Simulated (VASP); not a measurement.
Here is the system:

```
CELL_PARAMETERS angstrom
      1.90867    -3.30592     0.00000
      1.90867     3.30592     0.00000
      0.00000     0.00000     6.08830
ATOMIC_POSITIONS crystal
  Zr 0.00000 0.00000 0.00000
  S  0.33333 0.66667 0.24061
  S  0.66667 0.33333 0.75939
```

These are vdW-DF2, VASP's PBE PAW potentials (set 64) (plane waves; VASP) values and carry that method's errors. Settings: 520 eV cut-off, 7×7×4 Γ-centred mesh, Gaussian smearing of 0.050 eV, potentials Zr_sv S.

The ions and cell shape at fixed volume are relaxed. Give the cell that the relaxation ends in.

```
CELL_PARAMETERS angstrom
      1.89490    -3.28207     0.00000
      1.89490     3.28207     0.00000
      0.00000     0.00000     6.17710
ATOMIC_POSITIONS crystal
  Zr 0.00000 0.00000 0.00000
  S  0.33333 0.66667 0.23480
  S  0.66667 0.33333 0.76520
```
Space group P-3m1 (164), at a tolerance of 0.03 Å.

How much energy does the relaxation gain?

The energy (σ→0) changes by -4.0 meV/atom, in 6 ionic steps.

The compound is ZrS2 in the 1T layered structure. This cell is one point of a volume scan, at 1.03 of the reference volume. Symmetry was kept, so distortions that lower it aren't found.
